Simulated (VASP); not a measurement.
A convergence study with VASP on BaO (rock salt): one setting is varied, all else stays as given below, so the limit is that of these other settings.

```
BaO
1.0
    0.00000     2.77000     2.77000
    2.77000     0.00000     2.77000
    2.77000     2.77000     0.00000
Ba O
1 1
Direct
  0.00000   0.00000   0.00000
  0.50000   0.50000   0.50000
```

All values below come from PBE GGA, VASP's PBE PAW potentials (set 64) (plane waves; VASP). The tightest run used: 700 eV cut-off, 13×13×13 Monkhorst-Pack mesh, Gaussian smearing of 0.050 eV, potentials Ba_sv O.

| setting | E (eV/atom) | pressure (GPa) | irreducible k-points |
|---|---|---|---|
| 1×1×1 mesh | -2.3900 | 36.58 | 1 |
| 2×2×2 mesh | -5.9691 | 1.79 | 2 |
| 3×3×3 mesh | -5.8894 | 2.97 | 4 |

Question: These are the cheaper rows. Estimate the results at 13×13×13 mesh, and how far the last row shown lies from them.

Answer: 
```json
[
 {"quantity": "E (eV/atom)", "tightest run": "-5.8989", "last row shown is off by": "0.0095"},
 {"quantity": "pressure (GPa)", "tightest run": "2.92", "last row shown is off by": "0.06"}
]
```

Left out are rungs that failed or repeat a setting and relaxations that didn't move; long series are thinned to 24 rows.

The compound is BaO in the rock salt structure. The cell was not relaxed at this level.
